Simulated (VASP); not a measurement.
VASP runs on Cs (bcc) share one base input (PBE GGA, plane waves, VASP's PBE PAW potentials (set 64)) and change the settings named in each case.

**POSCAR**
```
Cs
5.388410
 -0.5773502759   0.5773502759   0.5773502759
  0.5773502759  -0.5773502759   0.5773502759
  0.5773502759   0.5773502759  -0.5773502759
Cs
1
Direct
  0.0000000000   0.0000000000   0.0000000000
```

INCAR:
```
SYSTEM = Cs
PREC = Accurate
ENCUT = 400
EDIFF = 1E-6
NELM = 100
ALGO = Normal
LREAL = .FALSE.
LASPH = .TRUE.
ISMEAR = 1
SIGMA = 0.1
GGA = PE
LMAXMIX = 4
LWAVE = .FALSE.
LCHARG = .FALSE.
ISIF = 2
```

File KPOINTS:
```
Automatic mesh
0
G
 8 8 8
0 0 0
```

POTCAR, in this order: Cs_sv (PBE.64 set). Program: vasp_std.

```json
[
 {"change": "base run", "E(σ→0) (eV/atom)": "-0.8433", "pressure (GPa)": "-0.06", "−TS (eV)": "-0.0028", "irreducible k-points": "29"},
 {"change": "KPOINTS 1×1×1 Γ-centred mesh", "E(σ→0) (eV/atom)": "-1.6372", "pressure (GPa)": "0.20", "−TS (eV)": "-0.0282", "irreducible k-points": "1"},
 {"change": "KPOINTS 2×2×2 Γ-centred mesh", "E(σ→0) (eV/atom)": "-0.6592", "pressure (GPa)": "-0.46", "−TS (eV)": "-0.0212", "irreducible k-points": "3"},
 {"change": "KPOINTS 3×3×3 Γ-centred mesh", "E(σ→0) (eV/atom)": "-0.9203", "pressure (GPa)": "-0.13", "−TS (eV)": "-0.0013", "irreducible k-points": "4"},
 {"change": "KPOINTS 4×4×4 Γ-centred mesh", "E(σ→0) (eV/atom)": "-0.7920", "pressure (GPa)": "-0.02", "−TS (eV)": "-0.0121", "irreducible k-points": "8"},
 {"change": "KPOINTS 7×7×7 Γ-centred mesh", "E(σ→0) (eV/atom)": "(withheld)", "pressure (GPa)": "(withheld)", "−TS (eV)": "(withheld)", "irreducible k-points": "20"},
 {"change": "KPOINTS 12×12×12 Γ-centred mesh", "E(σ→0) (eV/atom)": "(withheld)", "pressure (GPa)": "-0.06", "−TS (eV)": "(withheld)", "irreducible k-points": "72"}
]
```

Q: Some entries are withheld; supply them.

A: 
- KPOINTS 12×12×12 Γ-centred mesh, E(σ→0) (eV/atom): -0.8472
- KPOINTS 12×12×12 Γ-centred mesh, −TS (eV): -0.0015
- KPOINTS 7×7×7 Γ-centred mesh, E(σ→0) (eV/atom): -0.8511
- KPOINTS 7×7×7 Γ-centred mesh, pressure (GPa): -0.07
- KPOINTS 7×7×7 Γ-centred mesh, −TS (eV): -0.0014

Unless said otherwise, spin-orbit coupling is left out, though it shifts the bands of the heavy elements here.

Left out are runs that ran out of time, are held back, or changed the cell or the kind of run, fixed moments of cells without a moment, rows past the twelfth, gaps on odd meshes, pressures of charged cells and columns that move by less than the noise.

The compound is Cs in the bcc structure. The cell was not relaxed at this level.
